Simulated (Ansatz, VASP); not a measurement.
# Cross-check of AgF between VASP and Ansatz, part 2 of 2

Aim: how closely do two programs agree when they are given the same cell, functional and k mesh? The cell is generated by rule, not measured, and may not be a known phase. The cell is taken from a series of VASP runs on this material, whose earlier steps may have relaxed, scaled or displaced it; both programs get it as it stands.

VASP 6.6.1 and Ansatz 0.2.0.

So far. Step 2 (VASP: band structure, HSE06): The run ends at a pressure of 0.45 GPa.

The structure was built from a prototype and need not be the compound's stable phase.

### 3. Ansatz: band structure, HSE06

Level of this step: Ansatz beside VASP: Kohn-Sham DFT, plane waves, HSE06 (Ansatz).

Ansatz runs on its default PAW (the set named soft_2) files.

The same cell, functional, mesh and smearing now go to Ansatz, which takes its cutoff from its data sets.

input.yaml

```yaml
crystal:
  lattice:
    - [3.00684, 0.0, 0.0]
    - [0.0, 3.00684, 0.0]
    - [0.0, 0.0, 3.00684]
  atoms:
    - { symbol: Ag, position: [0.0, 0.0, 0.0] }
    - { symbol: F, position: [0.5, 0.5, 0.5] }
hamiltonian:
  xc: { exchange: pbe, correlation: pbe, exx: { coeff: 0.25, omega: 0.2 } }
  pseudopotentials: { kind: paw }
kpoints:
  mp_grid: { grid: [6, 6, 6] }
  band_path:
    path:
      - [0.0, 0.0, 0.0]
      - [0.0, 0.28571, 0.0]
      - [0.0, 0.5, 0.0]
      - [0.28571, 0.5, 0.0]
      - [0.42857, 0.42857, 0.0]
      - [0.14286, 0.14286, 0.0]
      - [0.07143, 0.07143, 0.07143]
      - [0.35714, 0.35714, 0.35714]
      - [0.5, 0.5, 0.5]
      - [0.35714, 0.5, 0.35714]
      - [0.07143, 0.5, 0.07143]
      - [0.5, 0.5, 0.14286]
      - [0.5, 0.5, 0.5]
    npoints: 1
scf:
  occupations: { method: gaussian, width: 0.02 }
  n_extra_bands: 7
output:
  forces: true
  stress: true
  eigenvalues: true
```

On the command line:

```
$ ansatz run input.yaml --threads 4 --pin off --max-ram 9216MiB --backend cpu --events-out ev --progress --plain --runs-dir out
```

Numbers of over 12 decimals in the logs are rounded to 6 here.

The program printed:

```text
Warning: output.stress: scf.convergence.dr2_threshold = 1e-7 eV (the SCF's general default) is looser than the 2e-10 eV advised for a printed stress (1e-10 eV for each atom of the cell: 2). What an SCF threshold leaves in a stress goes as its square root, and in the free energy as the threshold itself, and one threshold admits the most on a small cell: [figures from the program's tests cut] Set scf.convergence.dr2_threshold to 2e-10 eV or tighter. The threshold is an SCF's pass mark: one that does not reach it within its budget of iterations ends unconverged, or closes short of it on a stop that the run arms, and scf.convergence.dr2_threshold's page says what that costs each kind of run
Warning: output.stress: scf.exx.energy_threshold = 1e-6 eV is looser than the 2e-8 eV advised for a stress under a hybrid functional (1e-8 eV for each atom of the cell: 2). Every SCF of the exchange loop can meet its threshold on dr2 while the loop round them stops early: no threshold on dr2 bounds what that leaves in the stress. Set scf.exx.energy_threshold to 2e-8 eV or tighter. The threshold is the loop's pass mark: a loop that does not reach it within its budget of cycles ends unconverged, and scf.exx.energy_threshold's page has the law
scf.n_extra_bands = 7 over 13 filled bands (N_el = 26.0): the run solves 20 bands
Engine: ansatz 0.2.0, aarch64-unknown-linux-gnu
Pseudopotentials: kind: paw
Pseudopotential: Ag, paw, valence charge 19, recommended cutoff 420 eV (normal), Ag.paw.azcp
Pseudopotential: F, paw, valence charge 7, recommended cutoff 420 eV (normal), F.paw.azcp
Functional definition: unnamed
  parameter a_1 = 0.25
  parameter omega_1 = 0.2/angstrom
  exchange = pbe_x + (-a_1)*pbe_x_sr(omega_1) + a_1*exact_x_sr(omega_1)
  correlation = pbe_c
Crystal: 2 atoms, lattice volume = 27.185 Å³
Basis set: ecut = 420 eV, 515 PW (Γ), exchange–correlation on 48×48×48 points (8 copies of the dense FFT grid, shifted against one another)
Bands: 20, of which v1, the nominal top of the filled ones, is band 13 counted from 1 (12 counted from 0)
Symmetry: 48 space group operations
Space group: Pm-3m (ITA 221), of the structure as read, at distance tolerance 3.0e-5 Å
k-points: 20 of 216
Non-local potential: Ag, projectors of the file, l = 0: 3, l = 1: 2, l = 2: 2, l = 3: 1
Non-local potential: F, projectors of the file, l = 0: 2, l = 1: 2, l = 2: 1
PAW form: soft (Blöchl's): semilocal exchange-correlation on the pseudo side does not see the compensation charge
PAW frozen core: Ag, regenerated for the run's functional, and the local potential with it (the file was generated under x = pbe(κ = 0.804, μ = 0.219515), c = pbe(β = 0.066725))
PAW frozen core: F, regenerated for the run's functional, and the local potential with it (the file was generated under x = pbe(κ = 0.804, μ = 0.219515), c = pbe(β = 0.066725))
PAW one-centre angular grid: Ag, 590 points (default); XC on 96 Gauss nodes
PAW one-centre angular grid: F, 110 points (default); XC on 64 Gauss nodes
Initial density: superposition of atomic densities (neutral atoms: chi_scale 0, normalization atom), corrected by the library's trained network
Initial wavefunctions: pseudopotential atomic-orbital guess
Functional: x = pbe(κ = 0.804, μ = 0.219515), c = pbe(β = 0.066725), warm-up for x = pbe(κ = 0.804, μ = 0.219515) + 0.25 (exact − pbe) at short range (hse, ω = 0.2 Å⁻¹), c = pbe(β = 0.066725)
SCF iter   1: F=—  HF=-8397.946365 eV  |F-HF|=—  |Δ(HF+E_count)|=         —  Δρ=2.68e-3  dr2=1.44e-3  ethr=1.77e-3  ⟨swp⟩=8.4  Hψ=1782  notcnv=0
preconditioner: auto → none  [insulator: Δε(μ)=0.620 eV  Ē_g=19.047 eV  σ=0.020 eV  W_gap=0.67  n_scr=6 (ndim 8)  ℏωp=30.2 eV  f_vac=0.000  D(μ)=0.71/eV (n_scr^D=6)]
SCF iter   2: F=—  HF=-8397.946411 eV  |F-HF|=—  |Δ(HF+E_count)|=   4.58e-5  Δρ=8.20e-4  dr2=1.81e-4  ethr=5.54e-6  ⟨swp⟩=3.8  Hψ=916  notcnv=0  defer=4
iter 3 solved again at ethr=8.16e-9 eV; its pass at ethr=6.95e-7 eV (dr2=2.12e-6 eV) is discarded
SCF iter   3: F=—  HF=-8397.946457 eV  |F-HF|=—  |Δ(HF+E_count)|=   4.62e-5  Δρ=1.31e-4  dr2=1.99e-6  ethr=8.16e-9  ⟨swp⟩=3.1  Hψ=1434  notcnv=0  defer=1
SCF iter   4: F=—  HF=-8397.946460 eV  |F-HF|=—  |Δ(HF+E_count)|=   2.57e-6  Δρ=3.91e-5  dr2=3.37e-7  ethr=7.67e-9  ⟨swp⟩=3.0  Hψ=885  notcnv=0  defer=1
SCF iter   5: F=—  HF=-8397.946460 eV  |F-HF|=—  |Δ(HF+E_count)|=   5.68e-8  Δρ=7.28e-6  dr2=3.23e-9  ethr=1.29e-9  ⟨swp⟩=3.0  Hψ=753  notcnv=0  defer=1
SCF iter   6: F=-8397.946460 eV  HF=-8397.946460 eV  |F-HF|=6.18e-11  |Δ(HF+E_count)|=   1.53e-8  Δρ=7.43e-7  dr2=6.38e-11  ethr=1.24e-11  ⟨swp⟩=3.0  Hψ=837  notcnv=0  defer=1
SCF 1 converged in 6 iterations: F = -8397.946460 eV  dr2 = 6.38e-11
  greatest PAW one-centre occupation: 1.000 electrons in one spin orbital (limit 2), on the Ag atom at site 0 (counted from 0), in its partial waves of l = 0
Initial density: handed on by an earlier stage of this run
Initial wavefunctions: those handed on with the density
Functional: x = pbe(κ = 0.804, μ = 0.219515) + 0.25 (exact − pbe) at short range (hse, ω = 0.2 Å⁻¹), c = pbe(β = 0.066725)
Exchange kernel: α = 0.2500, screened, ω = 0.2000 Å⁻¹, Wigner–Seitz truncation, v(0) = 1124.1419 eV·Å³, q-mesh 6×6×6, nearest image of the exchange supercell L = 18.04 Å, pair-density grid 15×15×15, without the augmentation charges, whose exchange is taken in its separable form by FFT convolution over the k-point mesh (sized by the pseudopotential files, 24×24×24 at the most), smooth part of the exact exchange by density-matrix convolution
Frozen-core exchange: fock
iter 1 solved again at ethr=3.00e-4 eV; its pass at ethr=1.00e-1 eV (dr2=7.79e-2 eV) is discarded
SCF iter   1: F=—  HF=-8401.099081 eV  |F-HF|=—  |Δ(HF+E_count)|=         —  Δρ=1.73e-2  dr2=8.17e-2  ethr=3.00e-4  ⟨swp⟩=2.3  Hψ=1606  notcnv=0
preconditioner: auto → none  [insulator: Δε(μ)=1.390 eV  Ē_g=21.743 eV  σ=0.020 eV  W_gap=1.00  n_scr=6 (ndim 8)  ℏωp=30.2 eV  f_vac=0.000  D(μ)=0.00/eV (n_scr^D=0)]
SCF iter   2: F=—  HF=-8401.077777 eV  |F-HF|=—  |Δ(HF+E_count)|=   2.13e-2  Δρ=9.91e-3  dr2=1.08e-2  ethr=2.96e-4  ⟨swp⟩=3.0  Hψ=986  notcnv=0
[...]
SCF iter   6: F=—  HF=-8401.089917 eV  |F-HF|=—  |Δ(HF+E_count)|=   3.60e-4  Δρ=2.51e-4  dr2=5.41e-5  ethr=1.63e-6  ⟨swp⟩=3.0  Hψ=832  notcnv=0
SCF iter   7: F=—  HF=-8401.089915 eV  |F-HF|=—  |Δ(HF+E_count)|=   1.37e-6  Δρ=2.20e-5  dr2=3.63e-5  ethr=5.80e-8  ⟨swp⟩=3.0  Hψ=785  notcnv=0
SCF iter   8: F=—  HF=-8401.090124 eV  |F-HF|=—  |Δ(HF+E_count)|=   2.08e-4  Δρ=3.06e-4  dr2=2.48e-5  ethr=2.86e-10  ⟨swp⟩=4.0  Hψ=1369  notcnv=0
SCF iter   9: F=-8401.090119 eV  HF=-8401.090117 eV  |F-HF|=2.28e-6  |Δ(HF+E_count)|=   6.80e-6  Δρ=7.80e-6  dr2=5.33e-7  ethr=2.86e-10  ⟨swp⟩=4.0  Hψ=1218  notcnv=0
SCF 2 stopped early in 9 iterations: F = -8401.090119 eV  dr2 = 5.33e-7
  greatest PAW one-centre occupation: 1.001 electrons in one spin orbital (limit 2), on the Ag atom at site 0 (counted from 0), in its partial waves of l = 1
hybrid outer 1: dexx = +1.772e-2 eV, tail = 2.74e-5 eV
Exchange kernel: α = 0.2500, screened, ω = 0.2000 Å⁻¹, Wigner–Seitz truncation, v(0) = 1124.1419 eV·Å³, q-mesh 6×6×6, nearest image of the exchange supercell L = 18.04 Å, pair-density grid 15×15×15, without the augmentation charges, whose exchange is taken in its separable form by FFT convolution over the k-point mesh (sized by the pseudopotential files, 24×24×24 at the most), smooth part of the exact exchange by density-matrix convolution
Frozen-core exchange: fock
SCF iter   1: F=—  HF=-8401.090262 eV  |F-HF|=—  |Δ(HF+E_count)|=         —  Δρ=1.10e-4  dr2=3.24e-6  ethr=5.27e-7  ⟨swp⟩=3.2  Hψ=953  notcnv=0
preconditioner: auto → none  [insulator: Δε(μ)=1.398 eV  Ē_g=21.619 eV  σ=0.020 eV  W_gap=1.00  n_scr=6 (ndim 8)  ℏωp=30.2 eV  f_vac=0.000  D(μ)=0.00/eV (n_scr^D=0)]
SCF iter   2: F=—  HF=-8401.090261 eV  |F-HF|=—  |Δ(HF+E_count)|=   4.71e-7  Δρ=2.71e-5  dr2=1.43e-6  ethr=7.42e-9  ⟨swp⟩=3.0  Hψ=778  notcnv=0
SCF iter   3: F=—  HF=-8401.090261 eV  |F-HF|=—  |Δ(HF+E_count)|=   3.43e-8  Δρ=9.27e-6  dr2=1.38e-6  ethr=1.57e-10  ⟨swp⟩=3.0  Hψ=872  notcnv=0
SCF iter   4: F=—  HF=-8401.090291 eV  |F-HF|=—  |Δ(HF+E_count)|=   2.95e-5  Δρ=7.40e-5  dr2=1.14e-6  ethr=3.50e-11  ⟨swp⟩=4.0  Hψ=1303  notcnv=0  defer=1
SCF iter   5: F=—  HF=-8401.090291 eV  |F-HF|=—  |Δ(HF+E_count)|=   3.53e-7  Δρ=1.14e-5  dr2=3.06e-8  ethr=3.50e-11  ⟨swp⟩=4.0  Hψ=1167  notcnv=0
SCF iter   6: F=-8401.090291 eV  HF=-8401.090291 eV  |F-HF|=1.20e-10  |Δ(HF+E_count)|=   7.61e-9  Δρ=8.11e-7  dr2=4.71e-9  ethr=3.50e-11  ⟨swp⟩=3.0  Hψ=837  notcnv=0
SCF 3 converged in 6 iterations: F = -8401.090291 eV  dr2 = 4.71e-9
  Residual-converged pass: ⟨swp⟩=2.0  Hψ=630  notcnv=0  max |occ|·‖R‖ = 2.4e-6 eV (tolerance 2.4e-6 eV)  dr2=4.71e-9  dr2_onsite=1.22e-11  max |Δocc| = 0.0e0
hybrid outer 2: dexx = +3.767e-7 eV, tail = 2.93e-8 eV, Δε = 2.31e-3 eV (about 8.18e-5 eV left of the loop's levels)
NSCF: frozen V_eff on 13 k-points
hybrid SCF converged: 2 outer / 15 inner (+6 warm-up), last move |dexx| = 3.77e-7 eV, tail = 2.93e-8 eV
Stability not checked: this state was not tested for a lower state beside it, because the functional holds exact exchange (a hybrid, or Hartree-Fock), whose exchange loop this test does not read (fock_operator; see scf.lower_state_search)
Free energy (F): -8401.090291 eV
Frozen-core exchange: fock
Harris-Foulkes:  -8401.090291 eV  (|F-HF|=1.20e-10)
Internal energy: -8401.090291 eV  (E = F + TS)
E sigma→0 (E₀):  -8401.090291 eV
Fermi energy:    9.438610 eV
--- Per-component energies (eV) ---
  E_band       = -368.952402
  E_kinetic    = 737.565767
  E_local      = -2880.708595  (includes V_loc(G=0)·N_el)
  E_nonlocal   = 158.282283
  E_hartree    = 1254.053585
  E_xc         = -209.323664
  E_vxc        = -264.313339  (∫ρ·V_xc dr)
  E_exx        = -107.218311  (= α·E_x^exact, valence–valence)
  E_paw        = -4056.874799  (= ΣΔE_a)
  E_vpaw       = -413.452220  (= ΣTr[D̂ρ^β])
  E_aug_tail   = 0.002414  (compensation charges beyond the density's cutoff)
  E_ewald      = -3296.259831
  E_core_change = -0.609139  (= ΣΔE_core)
  E_smearing   = -0.000000  (= −TS)
  E_closure    = -0.000000  (closes the sum)
  Σ components = -8401.090291   (vs F -8401.090291, Δ=0.00e0)
--- Forces (eV/Å), atoms counted from 1 ---
  atom   1  Ag    -0.00000000     0.00000000     0.00000000
  atom   2  F      0.00000000    -0.00000000    -0.00000000
  max |Σ_I F_I| component: 5.46e-30 eV/Å
--- Stress (GPa, compression-positive) ---
        0.621976       0.000000       0.000000
        0.000000       0.621976       0.000000
        0.000000       0.000000       0.621976
  P = ⅓ Tr σ = 0.6220 GPa (6.220 kbar)
--- Band table (eV; the first three rows and the last of 20) ---
  k-point 0: bands = [... 9 lower, 6.2066, 7.7938, 7.7938, 7.7938, 10.1370, 27.5682, 27.5682, 27.9727, ... 3 higher]
  k-point 1: bands = [... 9 lower, 6.6284, 7.8092, 8.0203, 8.0203, 11.1912, 24.0467, 27.3961, 28.0386, ... 3 higher]
  k-point 2: bands = [... 9 lower, 7.5279, 7.8405, 8.3604, 8.3604, 13.3513, 20.0173, 27.0105, 28.0006, ... 3 higher]
  k-point 19: bands = [... 9 lower, 8.4520, 8.7398, 8.7398, 8.7398, 19.2079, 19.2079, 19.2079, 23.7413, ... 3 higher]
```

Run time: 23 s. Hardware: 4 threads of Arm Neoverse V2, shared host; peak memory 1 GiB; 83 s of CPU time.

Reading the cycles: dr2 is the Hartree energy of the density residual (eV), the measure of convergence; HF is the Harris–Foulkes estimate of the energy, which meets the free energy F at convergence.

### 4. Differences

Known differences besides the potentials themselves: exact exchange at q = 0 is treated differently, which shows on coarse meshes; VASP keeps PBE cores, Ansatz makes them for the functional; the data sets hold 26 valence electrons in Ansatz (default PAW (the set named soft_2) files) and 18 in VASP; the cutoff is 420 eV in Ansatz and 520 eV in VASP; VASP takes a coarser grid for exact exchange (PRECFOCK = Fast). Total energies have different zeros and are not compared.

The two programs side by side:

| quantity | Ansatz | VASP | difference |
| --- | --- | --- | --- |
| pressure (GPa) | 0.62 | 0.45 | +0.17 |
| pressure without Ansatz's Pulay correction (GPa) | 0.29 | 0.45 | -0.17 |
| gap over the path points (eV) | 1.397 | 1.356 | +0.042 |

Levels at points of the path, from each program's valence-band top (eV; 4 filled, then empty):

| k (reciprocal lattice) | Ansatz | VASP |
| --- | --- | --- |
| 0.000 0.000 0.000 | -2.53 -0.95 -0.95 -0.95 1.40 18.83 | -2.55 -0.94 -0.94 -0.94 1.36 18.83 |
| 0.000 0.286 0.000 | -1.47 -0.91 -0.47 -0.47 3.92 12.42 | -1.47 -0.90 -0.46 -0.46 3.89 12.39 |
| 0.000 0.500 0.000 | -0.88 -0.73 -0.24 -0.24 7.29 7.83 | -0.87 -0.73 -0.24 -0.24 7.25 7.80 |
| 0.286 0.500 0.000 | -1.53 -1.25 -0.82 -0.63 7.98 9.63 | -1.52 -1.24 -0.81 -0.62 7.95 9.60 |
| 0.429 0.429 0.000 | -2.00 -1.45 -1.23 -0.43 8.32 11.53 | -1.99 -1.44 -1.22 -0.42 8.29 11.50 |
| 0.143 0.143 0.000 | -1.94 -1.05 -0.93 -0.60 2.95 15.76 | -1.94 -1.04 -0.92 -0.60 2.92 15.73 |
| 0.071 0.071 0.071 | -2.36 -0.92 -0.92 -0.82 2.06 17.33 | -2.37 -0.91 -0.91 -0.82 2.02 17.31 |
| 0.357 0.357 0.357 | -0.93 -0.93 -0.20 -0.20 8.09 11.95 | -0.92 -0.92 -0.20 -0.20 8.06 11.92 |
| 0.500 0.500 0.500 | -0.29 0.00 0.00 0.00 10.47 10.47 | -0.28 0.00 0.00 0.00 10.44 10.44 |
| 0.357 0.500 0.357 | -0.71 -0.67 -0.28 -0.05 8.97 10.63 | -0.71 -0.67 -0.28 -0.05 8.94 10.60 |

Among the levels compared at these points, filled levels agree within 20 meV and empty ones within 42 meV. Ansatz's pressure holds a Pulay correction of 0.34 GPa; VASP's holds none.

### 5. What came out

- difference in gap over the path points (band structure, HSE06): 0.042 eV

In words: The difference in gap over the path points is 0.042 eV (band structure, HSE06), within the 0.08 eV picked in this series as the mark of a large difference. How closely two codes agree says nothing of how well the functional describes the real material.

[Lines on the potential files, build, host, timing and source positions are cut from VASP's logs without a mark.]

[Logs are printed without paths, hosts, clocks, repeated set-up lines and the standing remarks that a program may print on its own settings, such as how far it seeks lower states.]

[Hosts, paths, dates, database ids (printed as entryN), source tags and the programs' standing remarks are cut or masked in the printed files.]
